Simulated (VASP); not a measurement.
Here is the system:

```xyz
5
Lattice="-2.0447 2.0447 5.1087 2.0447 -2.0447 5.1087 2.0447 2.0447 -5.1087" Properties=species:S:1:pos:R:3 pbc="T T T"
La     2.0447     2.0447     5.1087
Si     0.0000     0.0000     6.4094
Si     0.0000     0.0000     3.8080
Rh     0.0000     2.0447     2.5544
Rh     2.0447     0.0000     2.5544
```

Calculation: PBEsol GGA, VASP's PBE PAW potentials (set 64) (plane waves; VASP 6.6.1). Numerical set-up: 400 eV cut-off, 12×12×12 Γ-centred mesh, tetrahedra with Blöchl corrections, potentials La Si Rh_pv.

### Question
Estimate the energy per atom (σ→0), band gap (on the k-mesh) with the smallest direct gap where there is one.

### Answer

| Item | Value |
|---|---|
| band gap (on the k-mesh) | none (metal, semimetal or under 0.01 eV) |
| energy per atom (σ→0) | -7.736 eV/atom |

Total energies compare only between runs with the same potentials, cut-off and functional.

The structure comes from a computed database's LaRh2Si2 entry (I4/mmm); how it stands against other phases isn't given here. It was relaxed first. The electron count is odd and the run is not spin-polarised, which forces a metal.
